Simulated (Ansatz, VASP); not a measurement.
**One calculation of TlSbSe3, two programs**

Contents of INCAR:

```
SYSTEM = TlSbSe3
PREC     = Accurate       ! precision mode
ENCUT    = 520            ! plane-wave cutoff, eV
EDIFF    = 1E-7           ! SCF threshold, eV
ISMEAR   = 0              ! smearing method
SIGMA    = 0.05           ! smearing width, eV
LREAL    = .FALSE.        ! projectors in reciprocal space
LASPH    = .TRUE.         ! aspherical terms in the spheres
NELM     = 80             ! most SCF steps
ALGO     = Normal         ! electronic algorithm
ISIF     = 2              ! what is computed and relaxed
LWAVE    = .FALSE.        ! write WAVECAR
LCHARG   = .TRUE.         ! write CHGCAR
GGA      = PE             ! functional
LELF     = .TRUE.         ! ELF
LVHAR    = .TRUE.       
NBANDS   = 26             ! bands
```

File KPOINTS:

```
Automatic mesh
0
G
  4 4 4
  0 0 0
```

The input POSCAR:

```
TlSbSe3
1.0
    5.4800000000      0.0000000000      0.0000000000
    0.0000000000      5.4800000000      0.0000000000
    0.0000000000      0.0000000000      5.4800000000
Tl Sb Se
1 1 3
Direct
    0.0000000000      0.0000000000      0.0000000000
    0.5000000000      0.5000000000      0.5000000000
    0.5000000000      0.5000000000      0.0000000000
    0.5000000000      0.0000000000      0.5000000000
    0.0000000000      0.5000000000      0.5000000000
```

Input for Ansatz:

```yaml
crystal:
  lattice:
    - [5.48, 0.0, 0.0]
    - [0.0, 5.48, 0.0]
    - [0.0, 0.0, 5.48]
  atoms:
    - { symbol: Tl, position: [0.0, 0.0, 0.0] }
    - { symbol: Sb, position: [0.5, 0.5, 0.5] }
    - { symbol: Se, position: [0.5, 0.5, 0.0] }
    - { symbol: Se, position: [0.5, 0.0, 0.5] }
    - { symbol: Se, position: [0.0, 0.5, 0.5] }
basis:
  ecutwfc: 420
kpoints:
  mp_grid: { grid: [4, 4, 4] }
hamiltonian:
  xc: pbe
scf:
  occupations: { method: gaussian, width: 0.05 }
output:
  forces: true
  stress: true
  eigenvalues: true
```

The cell comes from a database or a generator and needn't be the stable form of this composition.

Alike in both runs: task single point; functional PBE; k mesh 4 × 4 × 4; occupations gaussian, width 0.05 eV; no spin polarisation.

|  | VASP | Ansatz |
| --- | --- | --- |
| version | VASP 6.6.1 | Ansatz 0.2.0 |
| potentials or method | VASP PAW PBE potentials, release 64 (Tl_d, Sb, Se) | scalar-relativistic, plane waves, PAW |
| plane-wave cutoff (eV) | 520 | 420 |
| valence electrons in the cell | 36 | 76 |

```tsv
	VASP	Ansatz	Ansatz less VASP
gap on the k mesh at the Fermi level (eV)	none	none	-
pressure (GPa)	-1.8	-1.8	+0.04
```

A gap of «none» marks a metal or a gap that the smearing closes. The two sets of potentials don't hold the same shells in valence.

The runs have no spin-orbit coupling, so splittings on Sb, Tl are missing.
